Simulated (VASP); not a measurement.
Wanted: the native input for a VASP 6.6.1 run.

| Quantity | Value |
| --- | --- |
| Task | single point |
| Functional | PBE |
| Dispersion | D3(BJ) |
| Potentials or basis | VASP PAW PBE potentials, release 64 (Ca_sv, C) |
| Cutoff | 520 eV |
| k mesh | 4 × 6 × 4 |
| Occupations | gaussian, width 0.1 eV |
| Spin | no spin polarisation |
| Dipole correction | no |
| Further INCAR settings | ALGO = Fast; EDIFF = 1e-06; NBANDS = 60 |

The structure of Ca2C lies in POSCAR:

```
Ca2C
1.0
    5.9439694665      0.0000000000      0.0000000000
    0.0000000000      3.9404309602      0.0000000000
    0.0000000000      0.0000000000      7.1991950732
Ca C
8 4
Direct
    0.3440723074      0.7500000000      0.0879276433
    0.6559276926      0.2500000000      0.9120723567
    0.8440723074      0.7500000000      0.4120723567
    0.1559276926      0.2500000000      0.5879276433
    0.0113162925      0.2500000000      0.1777983622
    0.9886837075      0.7500000000      0.8222016378
    0.5113162925      0.2500000000      0.3222016378
    0.4886837075      0.7500000000      0.6777983622
    0.7507032080      0.2500000000      0.5929826373
    0.2492967920      0.7500000000      0.4070173627
    0.2507032080      0.2500000000      0.9070173627
    0.7492967920      0.7500000000      0.0929826373
```

The cell was built by a generator and needn't be a form met in nature.

These files were run (other wordings do the same):

INCAR

```
PREC = Accurate
ENCUT = 520
EDIFF = 1E-6
ISMEAR = 0
SIGMA = 0.1
LREAL = False
LASPH = True
NELM = 100
ALGO = Fast
ISIF = 2
LWAVE = False
LCHARG = False
GGA = PE
IVDW = 12
NBANDS = 60
```

KPOINTS

```
regular mesh
0
Gamma
  4 6 4
```

Potentials or basis: VASP PAW PBE potentials, release 64 (Ca_sv, C).

Command:

```bash
$ cat potpaw_PBE.64/Ca_sv/POTCAR potpaw_PBE.64/C/POTCAR > POTCAR
$ mpirun -np 1 vasp_std > vasp.out
```

Results of the run:

- Pressure: 24.7 GPa
- Largest force: 0.017 eV/Å
- Band gap on the k mesh: 0.65 eV, direct
- Dispersion energy per atom: -0.418 eV

Caveat: so large a pressure means that the cell lies far from this level's equilibrium, or that cutoff or potentials fall short.

Run time: 9.6 min on 1 thread of Intel(R) Xeon(R) Platinum 8488C (Sapphire Rapids), with other jobs on the host, peak memory 0.44 GiB.
